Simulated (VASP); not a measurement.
The input files of a VASP run:

**INCAR**
```
SYSTEM  =  AlAs
PREC  =  Accurate; ENCUT  =  520; LREAL  =  .FALSE.
LASPH  =  .TRUE.
EDIFF  =  1E-7; NELM  =  100; ALGO  =  Normal
LMAXMIX  =  4
ISMEAR  =  0; SIGMA  =  0.05
GGA  =  MK; LUSE_VDW  =  .TRUE.; AGGAC  =  0.0
PARAM1  =  0.1234; PARAM2  =  1.0
ISIF  =  2
LWAVE  =  .FALSE.; LCHARG  =  .FALSE.
```

### KPOINTS
```
Automatic
0
G
8 8 8
0 0 0
```

File POSCAR:
```
AlAs
1
    0.0000000000     2.8257054299     2.8257054299
    2.8257054299     0.0000000000     2.8257054299
    2.8257054299     2.8257054299     0.0000000000
Al As
1 1
Direct
  0.0000000000   0.0000000000   0.0000000000
  0.2500000000   0.2500000000   0.2500000000
```

POTCAR, in this order: Al As (PBE.64 set). Program: vasp_std.

**Question.** Translate this optB86b-vdW calculation to Quantum ESPRESSO's pw.x.

**Answer.** One equivalent input (not run):
```
&CONTROL
  calculation = 'scf'
  pseudo_dir = './pseudo'
  outdir = './out'
  tprnfor = .true.
  tstress = .true.
/
&SYSTEM
  ibrav = 0
  nat = 2
  ntyp = 2
  ecutwfc = 84
  occupations = 'smearing'
  smearing = 'gaussian'
  degauss = 0.003675
  input_dft = 'vdw-df-ob86'
/
&ELECTRONS
  conv_thr = 7.3e-09
  electron_maxstep = 100
/
ATOMIC_SPECIES
  Al 26.982 Al.upf
  As 74.922 As.upf
CELL_PARAMETERS angstrom
     0.0000000    2.8257054    2.8257054
     2.8257054    0.0000000    2.8257054
     2.8257054    2.8257054    0.0000000
ATOMIC_POSITIONS crystal
  Al   0.0000000  0.0000000  0.0000000
  As   0.2500000  0.2500000  0.2500000
K_POINTS automatic
  8 8 8 0 0 0
```
Limits of the translation: the potentials are each code's own (VASP's PAW set, PseudoDojo norm-conserving files in pw.x), so ENCUT and ecutwfc are chosen apart and not converted; conv_thr bounds pw.x's estimated SCF error, while EDIFF bounds the energy change between steps.

The compound is AlAs in the zinc blende structure. This cell is one point of a volume scan, at 0.97 of the reference volume.
